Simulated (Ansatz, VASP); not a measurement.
# Rh (Rhodium) in two plane-wave programs

One calculation is typed for both programs; each brings its own data sets and cutoff. How far apart do they land? The cell is a member of a volume series, scaled by 0.98 from a relaxed one, so a pressure remains.

Program: Ansatz 0.2.0. Level of theory: plane waves, with VASP 6.6.1 beside it; single point at PBEsol. Results are calculated unless marked as measured.

## 1. The starting structure

Symmetry: Fm-3m, No. 225, cubic system. The conventional cell has a = 3.749 Å, b = 3.749 Å, c = 3.749 Å, α = 90.00°, β = 90.00°, γ = 90.00°. Rh has 12 Rh at 2.65 Å nearest.

## 2. VASP: single point, PBEsol, volume scaled by 0.98

A single point gives forces, pressure and levels at one fixed geometry, so differences don't come from the geometry; what else differs is listed under the comparison.

Lines of VASP's logs that name or quote its potential files are left out, and so is its time.

The input asks for a relaxation, which ended at its first step since no free force or stress exceeded the threshold; so it serves as a single point.

INCAR reads:

```
SYSTEM = Rh
PREC = Accurate
ENCUT = 400
EDIFF = 1E-08
NELM = 100
ISMEAR = 1
SIGMA = 0.15
LREAL = .FALSE.
ALGO = Normal
GGA = PS
NBANDS = 13
LASPH = .TRUE.
LORBIT = 11
LWAVE = .FALSE.
LCHARG = .FALSE.
KPAR = 12
IBRION = 2
NSW = 30
ISIF = 4
EDIFFG = -0.002
```

POSCAR reads:

```
Rh
1.0
    0.0000000000      1.8744532408      1.8744532408
    1.8744532408      0.0000000000      1.8744532408
    1.8744532408      1.8744532408      0.0000000000
Rh
1
Direct
    0.0000000000      0.0000000000      0.0000000000
```

KPOINTS reads:

```
Automatic mesh
0
Gamma
15 15 15
0 0 0
```

The projector-augmented-wave data sets are Rh_pv (PBE family, release 64).

Launch:

```
$ mpirun -np 12 vasp_std
```

Numbers of over 12 decimals in the logs are rounded to 6 here.

The log of the run:

```text
[banner, memory and clock lines left out]
running   12 mpi-ranks, on    1 nodes
 distrk:  each k-point on    1 cores,   12 groups
 distr:  one band on    1 cores,    1 groups

 POSCAR found type information on POSCAR Rh
 POSCAR found :  1 types and       1 ions
|                                                                             |
|           W    W    AA    RRRRR   N    N  II  N    N   GGGG   !!!           |
|           W    W   A  A   R    R  NN   N  II  NN   N  G    G  !!!           |
|           W    W  A    A  R    R  N N  N  II  N N  N  G       !!!           |
|           W WW W  AAAAAA  RRRRR   N  N N  II  N  N N  G  GGG   !            |
|           WW  WW  A    A  R   R   N   NN  II  N   NN  G    G                |
|           W    W  A    A  R    R  N    N  II  N    N   GGGG   !!!           |
|                                                                             |
|     For optimal performance we recommend to set                             |
|       NCORE = 2 up to number-of-cores-per-socket                            |
|     NCORE specifies how many cores store one orbital (NPAR=cpu/NCORE).      |
|     This setting can greatly improve the performance of VASP for DFT.       |
|     The default, NCORE=1 might be grossly inefficient on modern             |
|     multi-core architectures or massively parallel machines. Do your        |
|     Unfortunately you need to use the default for GW and RPA                |
|     calculations (for HF NCORE is supported but not extensively tested      |
|     yet).                                                                   |
|                                                                             |

|                                                                             |
|               ----> ADVICE to this user running VASP <----                  |
|                                                                             |
|     You enforced a specific xc type in the INCAR file but a different       |
|     [... a line on the potential file left out ...]
|     I HOPE YOU KNOW WHAT YOU ARE DOING!                                     |
|                                                                             |

 LDA part: xc-table for (Slater+PW92), standard interpolation
 POSCAR, INCAR and KPOINTS ok, starting setup
 FFT: planning ... GRIDC
 FFT: planning ... GRID_SOFT
 FFT: planning ... GRID
 WAVECAR not read
 entering main loop
       N       E                     dE             d eps       ncg     rms          rms(c)
DAV:   1     0.990812744356E+02    0.99081E+02   -0.77727E+03  3167   0.102E+03
DAV:   2    -0.753436735247E+01   -0.10662E+03   -0.10234E+03  3395   0.317E+02
DAV:   3    -0.875263379216E+01   -0.12183E+01   -0.12164E+01  3710   0.380E+01
DAV:   4    -0.875791975633E+01   -0.52860E-02   -0.52852E-02  3590   0.257E+00
DAV:   5    -0.875797533047E+01   -0.55574E-04   -0.55569E-04  3793   0.238E-01    0.123E+01
DAV:   6    -0.815586747253E+01    0.60211E+00   -0.99032E-01  3655   0.146E+01    0.416E+00
DAV:   7    -0.813522315194E+01    0.20644E-01   -0.10017E-01  3765   0.273E+00    0.163E+00
DAV:   8    -0.813028635011E+01    0.49368E-02   -0.93305E-03  3465   0.139E+00    0.141E-01
DAV:   9    -0.812997169106E+01    0.31466E-03   -0.66846E-04  3760   0.374E-01    0.148E-02
DAV:  10    -0.812997670092E+01   -0.50099E-05   -0.78972E-06  3560   0.352E-02    0.750E-03
DAV:  11    -0.812997591856E+01    0.78236E-06   -0.18536E-06  3575   0.182E-02    0.403E-04
DAV:  12    -0.812997585087E+01    0.67687E-07   -0.88946E-09  2866   0.126E-03    0.382E-04
DAV:  13    -0.812997585599E+01   -0.51141E-08   -0.68906E-10  2320   0.372E-04
   1 F= -.81299759E+01 E0= -.81297585E+01  d E =-.812998E+01
 curvature:   0.00 expect dE= 0.000E+00 dE for cont linesearch  0.000E+00
 trial: gam= 0.00000 g(F)=  0.117E-63 g(S)=  0.377E-32 ort = 0.000E+00 (trialstep = 0.100E+01)
 search vector abs. value=  0.100E-09
 reached required accuracy - stopping structural energy minimisation
```

Parts of OUTCAR (step 2):

```text
ion  position               nearest neighbor table
   1  0.000  0.000  0.000-

  LATTYP: Found a face centered cubic cell.
 ALAT       =     3.7489064816

 Subroutine GETGRP returns: Found 48 space group operations
 (whereof 48 operations were pure point group operations)

The static configuration has the point symmetry O_h .

 Found    120 irreducible k-points:

   k-points           NKPTS =    120   k-points in BZ     NKDIM =    120   number of bands    NBANDS=     13

   dimension x,y,z NGX =    18 NGY =   18 NGZ =   18
   dimension x,y,z NGXF=    36 NGYF=   36 NGZF=   36

   ENCUT  =  400.0 eV  29.40 Ry    5.42 a.u.   4.32  4.32  4.32*2*pi/ulx,y,z

   NELECT =      15.0000    total number of electrons

 k-points in reciprocal lattice and weights: Automatic mesh
   0.00000000  0.00000000  0.00000000       0.000
   0.06666667  0.00000000  0.00000000       0.002
   0.13333333  0.00000000  0.00000000       0.002
   0.20000000  0.00000000  0.00000000       0.002
   0.26666667  0.00000000  0.00000000       0.002
   0.33333333  0.00000000  0.00000000       0.002
   0.40000000  0.00000000  0.00000000       0.002
   0.46666667  0.00000000  0.00000000       0.002
   0.06666667  0.06666667  0.00000000       0.002
[...]
-0.33333333  0.46666667  0.20000000       0.007
  -0.26666667  0.46666667  0.20000000       0.007

 average (electrostatic) potential at core
       1 -70.0489

 E-fermi :  12.5856

 k-point     1 :       0.0000    0.0000    0.0000
  band No.  band energies     occupation
    ...
      5       9.2467      2.00000
      6       9.2467      2.00000
      7       9.2467      2.00000
      8      11.5068      2.00000
      9      11.5068      2.00000
     10      28.4528      0.00000
     11      32.8019      0.00000
     12      34.1513      0.00000
     13      34.1513      0.00000

 k-point     2 :       0.0667    0.0000    0.0000
  band No.  band energies     occupation
    ...
      5       9.1613      2.00000
      6       9.3208      2.00000
      7       9.3208      2.00000
      8      11.4641      2.00000
      9      11.4641      2.00000
     10      28.7348      0.00000
     11      32.7968      0.00000
     12      33.1891      0.00000
     13      34.4335      0.00000

 k-point     3 :       0.1333    0.0000    0.0000
  band No.  band energies     occupation
    ...
      5       8.9693      2.00000
      6       9.5006      2.00000
      7       9.5006      2.00000
      8      11.3899      2.00000
      9      11.3899      2.00000
     10      29.4541      0.00000
     11      31.3357      0.00000
     12      32.8056      0.00000
     13      35.2424      0.00000

  Total        0.5265083      0.5265083      0.5265083      0.0000000      0.0000000      0.0000000
  in kB       64.0415662     64.0415662     64.0415662      0.0000000      0.0000000      0.0000000
  external PRESSURE =      64.0415662 kB  Pullay stress =       0.0000000 kB

  energy-cutoff  :      400.00
  volume of cell :       13.17
      direct lattice vectors                 reciprocal lattice vectors
     0.000000000  1.874453241  1.874453241    -0.266744451  0.266744451  0.266744451
     1.874453241  0.000000000  1.874453241     0.266744451 -0.266744451  0.266744451
     1.874453241  1.874453241  0.000000000     0.266744451  0.266744451 -0.266744451

 POSITION                                       TOTAL-FORCE (eV/Angst)
 -----------------------------------------------------------------------------------
      0.00000      0.00000      0.00000         0.000000      0.000000     -0.000000
 -----------------------------------------------------------------------------------
    total drift:                                0.000000      0.000000     -0.000000

  FREE ENERGIE OF THE ION-ELECTRON SYSTEM (eV)
  ---------------------------------------------------
  free  energy   TOTEN  =        -8.1299758560 eV

  energy  without entropy=       -8.1293237832  energy(sigma->0) =       -8.12975850

 reached required accuracy - stopping structural energy minimisation

 total charge
# of ion       s       p       d       tot
------------------------------------------
    1        0.429   6.336   7.092  13.857

[... 3 further parts left out ...]
```

This run has no spin polarisation. Its electron count is odd, so without a moment it is a metal by construction. The run keeps the 48 symmetry operations of its start, so it cannot find a distortion of lower symmetry.

## 3. Ansatz: single point, PBEsol, volume scaled by 0.98

Ansatz runs on its default PAW (the set named soft_2) files.

The same cell, functional, mesh and smearing now go to Ansatz, which takes its cutoff from its data sets.

input.yaml reads:

```yaml
crystal:
  lattice:
    - [0.0, 1.87445324, 1.87445324]
    - [1.87445324, 0.0, 1.87445324]
    - [1.87445324, 1.87445324, 0.0]
  atoms:
    - { symbol: Rh, position: [0.0, 0.0, 0.0] }
hamiltonian:
  xc: pbesol
  pseudopotentials: { kind: paw }
kpoints:
  mp_grid: { grid: [15, 15, 15] }
scf:
  occupations: { method: methfessel_paxton, width: 0.15 }
  n_extra_bands: 4
output:
  forces: true
  stress: true
  eigenvalues: true
```

Launch:

```
$ ansatz run input.yaml --threads 2 --pin off --max-ram 4608MiB --backend cpu --events-out ev --progress --plain --runs-dir out
```

The log of the run:

```text
scf.n_extra_bands = 4 over 9 filled bands (N_el = 17.0): the run solves 13 bands
Engine: ansatz 0.2.0, aarch64-unknown-linux-gnu
Pseudopotentials: kind: paw
Pseudopotential: Rh, paw, valence charge 17, recommended cutoff 420 eV (normal), Rh.paw.azcp
Functional definition: PBEsol
  exchange = pbesol_x
  correlation = pbesol_c
Crystal: 1 atoms, lattice volume = 13.172 Å³
Basis set: ecut = 420 eV, 259 PW (Γ), exchange–correlation on 36×36×36 points (8 copies of the dense FFT grid, shifted against one another)
Bands: 13, of which v1, the nominal top of the filled ones, is band 9 counted from 1 (8 counted from 0)
Symmetry: 48 space group operations
Space group: Fm-3m (ITA 225), of the structure as read, at distance tolerance 2.4e-5 Å
k-points: 120 of 3375
Non-local potential: Rh, projectors of the file, l = 0: 3, l = 1: 2, l = 2: 2, l = 3: 1
PAW form: soft (Blöchl's): semilocal exchange-correlation on the pseudo side does not see the compensation charge
PAW frozen core: Rh, regenerated for the run's functional, and the local potential with it (the file was generated under x = pbe(κ = 0.804, μ = 0.219515), c = pbe(β = 0.066725))
PAW one-centre angular grid: Rh, 590 points (default); XC on 64 Gauss nodes
Initial density: superposition of atomic densities (neutral atoms: chi_scale 0, normalization atom), corrected by the library's trained network
Initial wavefunctions: pseudopotential atomic-orbital guess
Functional: x = pbesol(κ = 0.804, μ = 0.123457), c = pbesol(β = 0.046)
SCF iter   1: F=—  HF=-6338.741994 eV  |F-HF|=—  |Δ(HF+E_count)|=         —  Δρ=9.96e-3  dr2=1.05e-2  ethr=1.77e-3  ⟨swp⟩=4.8  Hψ=8463  notcnv=0
preconditioner: auto → none  [metal: Δε(μ)=0.015 eV  Ē_g=14.449 eV  σ=0.150 eV  W_gap=0.09  n_scr=0 (ndim 8)  ℏωp=30.7 eV  f_vac=0.000  D(μ)=1.33/eV (n_scr^D=14)]
SCF iter   2: F=—  HF=-6338.738954 eV  |F-HF|=—  |Δ(HF+E_count)|=   3.04e-3  S|Δr|=    0.00e0  Δρ=3.56e-3  dr2=8.96e-4  ethr=6.19e-5  ⟨swp⟩=2.6  Hψ=3293  notcnv=0
SCF iter   3: F=—  HF=-6338.738703 eV  |F-HF|=—  |Δ(HF+E_count)|=   2.51e-4  S|Δr|=    0.00e0  Δρ=1.39e-3  dr2=4.58e-5  ethr=5.27e-6  ⟨swp⟩=2.5  Hψ=2331  notcnv=0
SCF iter   4: F=—  HF=-6338.738706 eV  |F-HF|=—  |Δ(HF+E_count)|=   2.69e-6  S|Δr|=    0.00e0  Δρ=9.39e-5  dr2=3.79e-7  ethr=2.69e-7  ⟨swp⟩=2.1  Hψ=2564  notcnv=0
SCF iter   5: F=-6338.738706 eV  HF=-6338.738706 eV  |F-HF|=3.13e-9  |Δ(HF+E_count)|=   7.33e-8  S|Δr|=    0.00e0  Δρ=2.26e-5  dr2=1.44e-8  ethr=5.88e-10  ⟨swp⟩=5.2  Hψ=7298  notcnv=0
SCF 1 converged in 5 iterations: F = -6338.738706 eV  dr2 = 1.44e-8
  greatest PAW one-centre occupation: 1.000 electrons in one spin orbital (limit 2), on the Rh atom at site 0 (counted from 0), in its partial waves of l = 0
SCF converged after 5 iterations
Stability not checked: this state was not tested for a lower state beside it, because cold or Methfessel-Paxton smearing, or corrected tetrahedra, fill the levels in a way that the test cannot read (fill_not_monotonic; see scf.lower_state_search)
Free energy (F): -6338.738706 eV
Harris-Foulkes:  -6338.738706 eV  (|F-HF|=3.13e-9)
Internal energy: -6338.738067 eV  (E = F + TS)
E sigma→0 (E₀):  -6338.738546 eV
Entropy (-TS):   -0.000639 eV (-0.639 meV/atom)
Fermi energy:    23.526908 eV
--- Per-component energies (eV) ---
  E_band       = -69.100434
  E_kinetic    = 574.645526
  E_local      = -1510.639650  (includes V_loc(G=0)·N_el)
  E_nonlocal   = 356.230404
  E_hartree    = 530.531002
  E_xc         = -221.236477
  E_vxc        = -278.800281  (∫ρ·V_xc dr)
  E_paw        = -3523.818165  (= ΣΔE_a)
  E_vpaw       = -271.602793  (= ΣTr[D̂ρ^β])
  E_aug_tail   = 0.000785  (compensation charges beyond the density's cutoff)
  E_ewald      = -2544.727691
  E_core_change = 0.276200  (= ΣΔE_core)
  E_smearing   = -0.000639  (= −TS)
  E_closure    = 0.000000  (closes the sum)
  Σ components = -6338.738706   (vs F -6338.738706, Δ=0.00e0)
--- Forces (eV/Å), atoms counted from 1 ---
  atom   1  Rh    -0.00000000     0.00000000     0.00000000
  max |Σ_I F_I| component: 6.57e-32 eV/Å
--- Stress (GPa, compression-positive) ---
        7.723954       0.000000      -0.000000
        0.000000       7.723954       0.000000
       -0.000000      -0.000000       7.723954
  P = ⅓ Tr σ = 7.7240 GPa (77.240 kbar)
--- Band table (eV; the first three rows and the last of 120) ---
  k-point 0: bands = [... 5 lower, 20.1842, 20.1842, 20.1842, 22.4437, 22.4437, 39.1780, 44.7334, 44.7335]
  k-point 1: bands = [... 5 lower, 20.0992, 20.2587, 20.2587, 22.4012, 22.4012, 39.4553, 43.8315, 45.0103]
  k-point 2: bands = [... 5 lower, 19.9077, 20.4388, 20.4388, 22.3272, 22.3272, 40.1653, 42.0683, 45.8087]
  k-point 119: bands = [... 5 lower, 19.1222, 19.7194, 22.2229, 24.4866, 33.0553, 33.1012, 35.4396, 36.9487]
```

Elapsed: 1.2 s, on 2 threads of Arm Neoverse N1, shared host; peak memory 0.27 GiB; 2 s of CPU time.

The run ends at a pressure of 7.72 GPa.

## 4. Comparison

Known differences besides the potentials themselves: the data sets hold 17 valence electrons in Ansatz (default PAW (the set named soft_2) files) and 15 in VASP; the cutoff is 420 eV in Ansatz and 400 eV in VASP; Ansatz makes its cores anew for this functional, VASP keeps those of its PBE data sets. Total energies have different zeros and are not compared.

The two programs side by side:

```csv
quantity,Ansatz,VASP,difference
pressure (GPa),7.72,6.40,+1.32
pressure without Ansatz's Pulay correction (GPa),7.62,6.40,+1.22
```

Ansatz's pressure holds a Pulay correction of 0.10 GPa; VASP's holds none.

## 5. Further runs

Further runs change the set-up of one program: Ansatz's method, potentials or start, or VASP's data sets, cutoff or form of LDA. The table gives Ansatz less VASP for each quantity, since a change that brings one quantity closer may part another.

```csv
run,pressure (GPa),pressure without Ansatz's Pulay correction (GPa)
as above,1.3,1.2
cores kept as stored,1.4,1.3
Ansatz's all-electron LAPW method,1.3,
Ansatz's larger PAW set (cutoff 640 eV),1.3,
norm-conserving potentials (cutoff 1197 eV),1.9,1.7
```

## 6. Outcome

| Property | Result |
| --- | --- |
| difference in pressure (single point, PBEsol, volume scaled by 0.98) | 1.3 GPa |

The difference in pressure is 1.3 GPa (single point, PBEsol, volume scaled by 0.98), beyond the 1 GPa picked in this series as the mark of a large difference. Single point, PBEsol, volume scaled by 0.98, norm-conserving potentials (cutoff 1197 eV): the difference in pressure goes from 1.3 to 1.9 GPa; the difference in pressure without Ansatz's Pulay correction goes from 1.2 to 1.7 GPa. How closely two codes agree says nothing of how well the functional describes the real material.

[Lines on the potential files, build, host, timing and source positions are cut from VASP's logs without a mark.]

[Logs are printed without paths, hosts, clocks, repeated set-up lines and the standing remarks that a program may print on its own settings, such as how far it seeks lower states.]

[Hosts, paths, dates, database ids (printed as entryN), source tags and the programs' standing remarks are cut or masked in the printed files.]
